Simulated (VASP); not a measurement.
Input:

```
ZrO2
1.0
    6.40101     0.00000     0.00000
   -3.20051     5.54344     0.00000
    0.00000     0.00000    10.46004
Zr O
4 8
Direct
  0.33333   0.66667   0.06255
  0.66667   0.33333   0.56255
  0.66667   0.33333   0.93745
  0.33333   0.66667   0.43745
  0.33333   0.66667   0.25000
  0.66667   0.33333   0.75000
  0.50000   0.00000   0.00000
  0.50000   0.50000   0.50000
  0.00000   0.50000   0.00000
  0.50000   0.00000   0.50000
  0.50000   0.50000   0.00000
  0.00000   0.50000   0.50000
```

Level of theory: r2SCAN meta-GGA, VASP's PBE PAW potentials (set 64) (plane waves; VASP). Numerical set-up: 520 eV cut-off, 5×5×3 Γ-centred mesh, tetrahedra with Blöchl corrections, potentials Zr_sv O.

Task: Give the energies of bands 40 to 53 at the high-symmetry points, in eV from the valence-band maximum.

Result: 
| band | Γ | M | K | A | L | H |
|---|---|---|---|---|---|---|
| 40 | -0.42 | -1.02 | -0.93 | -0.60 | -1.03 | -1.14 |
| 41 | -0.42 | -0.90 | -0.90 | -0.60 | -0.85 | -0.52 |
| 42 | -0.41 | -0.79 | -0.54 | -0.60 | -0.85 | -0.52 |
| 43 | -0.22 | -0.53 | -0.54 | -0.17 | -0.46 | -0.50 |
| 44 | -0.22 | -0.41 | -0.40 | -0.17 | -0.46 | -0.50 |
| 45 | -0.01 | -0.22 | -0.40 | -0.17 | -0.18 | -0.38 |
| 46 | -0.01 | -0.20 | -0.29 | -0.17 | -0.18 | -0.38 |
| 47 | 0.00 | -0.11 | -0.29 | 0.00 | -0.10 | -0.16 |
| 48 | 0.00 | 0.00 | -0.05 | 0.00 | -0.10 | -0.16 |
| 49 | 5.27 | 5.92 | 5.95 | 5.68 | 6.04 | 6.32 |
| 50 | 5.39 | 6.09 | 6.58 | 5.68 | 6.04 | 6.32 |
| 51 | 5.39 | 6.14 | 6.58 | 5.68 | 6.40 | 6.39 |
| 52 | 5.84 | 6.56 | 6.72 | 5.68 | 6.40 | 6.39 |
| 53 | 5.84 | 6.75 | 6.72 | 5.75 | 7.07 | 7.14 |

The gap is direct, 5.27 eV, from the valence maximum at Γ to the conduction minimum at Γ.

The structure was generated: ZrO2 was put into the beta-tridymite type (P6_3/mmc), which need not be its known phase. It was relaxed first, which changed the volume by +24 %.
